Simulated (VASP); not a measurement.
Wanted: the native input for a VASP 6.6.1 run.

```yaml
Task: relaxation of the atoms
Functional: optB88-vdW
Potentials_or_basis: VASP PAW PBE potentials, release 64 (Y_sv, Te)
Cutoff: 520 eV
k_mesh: 8 × 8 × 1
Occupations: fermi-dirac, width 0.05 eV
Spin: no spin polarisation
Dipole_correction: yes
Atoms_held_fixed_from_0: "[0]"
Further_INCAR_settings: ALGO = Normal; EDIFF = 1e-07; IBRION = 2; EDIFFG = -0.01; NSW = 40
```

The structure of YTe2 lies in POSCAR:

```
YTe2
1.0
    3.2892500000      0.0000000000      0.0000000000
    0.0000000000      3.2892500000      0.0000000000
    0.0000000000      0.0000000000     37.0593500000
Y Te
1 2
Selective dynamics
Direct
    0.0000000000      0.0000000000      0.2833300000  F F F
    0.0000000000      0.0000000000      0.3643800000  T T T
    0.0000000000      0.0000000000      0.2022700000  T T T
```

The cell was built by a generator and needn't be a form met in nature.

These files were run (other wordings do the same):

INCAR

```
PREC     = Accurate       # precision mode
ENCUT    = 520            # plane-wave cutoff, eV
EDIFF    = 1E-7           # SCF threshold, eV
ISMEAR   = -1             # smearing method
SIGMA    = 0.05           # smearing width, eV
LREAL    = F              # projectors in reciprocal space
LASPH    = T              # aspherical terms in the spheres
NELM     = 60             # most SCF steps
ALGO     = Normal         # electronic algorithm
ISIF     = 2              # what is computed and relaxed
LWAVE    = F              # write WAVECAR
LCHARG   = F              # write CHGCAR
LDIPOL   = T            
IDIPOL   = 3            
DIPOL    = 0.5 0.5 0.283
GGA      = BO             # functional
LUSE_VDW = T            
AGGAC    = 0.0          
PARAM1   = 0.1833333333 
PARAM2   = 0.22         
IBRION   = 2              # ionic algorithm
NSW      = 40             # ionic steps
EDIFFG   = -0.01          # ionic threshold
```

KPOINTS

```
regular mesh
0
Gamma
  8 8 1
```

Potentials or basis: VASP PAW PBE potentials, release 64 (Y_sv, Te).

The run is started by

```sh
$ cat potpaw_PBE.64/Y_sv/POTCAR potpaw_PBE.64/Te/POTCAR > POTCAR
$ mpirun -np 1 vasp_std > vasp.out
```

Results of the run:

| Quantity | Value |
| --- | --- |
| Energy gained by relaxing | 1.7 meV/atom |
| Ionic steps | 4 |
| Band gap on the k mesh | none (metal or under the smearing width) |

Wall time 17 min on 1 thread of Intel(R) Xeon(R) 6975P-C (Granite Rapids) (shared host), peak memory 1.2 GiB.
